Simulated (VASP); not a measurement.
An input for Ansatz (written as the equivalent of a VASP run, and not itself run):

Ansatz 0.2 input:
```yaml
crystal:
  lattice:
    - [3.1958065, 0.0000000, 0.0000000]
    - [0.0000000, 3.1958065, 0.0000000]
    - [0.0000000, 0.0000000, 3.1958065]
  atoms:
    - { symbol: Te, position: [0.0000000, 0.0000000, 0.0000000] }
kpoints:
  mp_grid: { grid: [10, 10, 10] }
hamiltonian:
  xc: r2scan
  pseudopotentials: { kind: paw }
scf:
  occupations: { method: methfessel_paxton, width: 0.1 }
  max_iter: 100
relax:
  max_steps: 60
  f_tol: 0.01
  cell: {}
output: { forces: true, stress: true, eigenvalues: true }
```

Problem. Write the VASP files for the same calculation (r2SCAN).

Solution. Several could match; the one computed here: 
### KPOINTS
```
Automatic
0
G
  10 10 10
```

### INCAR
```
ALGO=Normal
EDIFF=1E-6
EDIFFG=-0.01
ENCUT=400
IBRION=2
ISIF=3
ISMEAR=1
LASPH=T
LCHARG=F
LMAXMIX=4
LMIXTAU=T
LREAL=F
LWAVE=F
METAGGA=R2SCAN
NELM=100
NSW=60
PREC=Accurate
SIGMA=0.1
SYSTEM=Te
```

POSCAR:
```
Te
1
    3.1958065440    -0.0000000000     0.0000000000
   -0.0000000000     3.1958065440    -0.0000000000
    0.0000000000    -0.0000000000     3.1958065440
Te
1
Direct
  0.0000000000   0.0000000000   0.0000000000
```

POTCAR, in this order: Te (PBE.64 set). Program: vasp_std.

The two are equivalent in intent, not identical: each code has its own PAW files, so the cut-off isn't converted (ENCUT is set for VASP's; basis.ecutwfc is left out, and Ansatz then takes the one that its files recommend); Ansatz stops its SCF on the density residual and VASP on the energy change (EDIFF).

The structure was generated: Te was put into the simple-cubic type (Pm-3m), which need not be its known phase. This run relaxes it. Symmetry was kept, so distortions that lower it aren't found. The start is the result of an earlier pass.
